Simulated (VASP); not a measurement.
A convergence study with VASP on Hf (hcp): one setting is varied, all else stays as given below, so the limit is that of these other settings. The cell's lengths are 1 % over those of the tabulated start and one atom is moved, so it is off equilibrium.

```xyz
2
Lattice="1.6110 -2.7902 0.0000 1.6110 2.7902 0.0000 0.0000 0.0000 5.1005" Properties=species:S:1:pos:R:3 pbc="T T T"
Hf     1.6110     0.9301     1.2751
Hf     1.6716    -0.9301     3.8254
```

All values below come from LDA (Ceperley-Alder, Perdew-Zunger), VASP's LDA PAW potentials (set 64) (plane waves; VASP). The tightest run used: 1000 eV cut-off, 15×15×8 Γ-centred mesh, first-order Methfessel-Paxton smearing of 0.10 eV, potentials Hf_pv.

```tsv
setting	E (eV/atom)	pressure (GPa)	largest force (eV/Å)	plane waves
ENCUT = 150	-10.4376	-42.86	0.122	214
ENCUT = 250	-10.6221	-10.38	0.114	426
ENCUT = 350	-10.6242	-9.90	0.114	699
```

These are the cheaper rows. Estimate the results at ENCUT = 1000, and how far the last row shown lies from them.

```csv
quantity,tightest run,last row shown is off by
E (eV/atom),-10.6250,0.0008
pressure (GPa),-9.79,-0.11
largest force (eV/Å),0.113,0.000
```

Left out are rungs that failed or repeat a setting and relaxations that didn't move; long series are thinned to 24 rows.

The compound is Hf in the hcp structure. The cell was not relaxed at this level, it is distorted from the ideal structure.
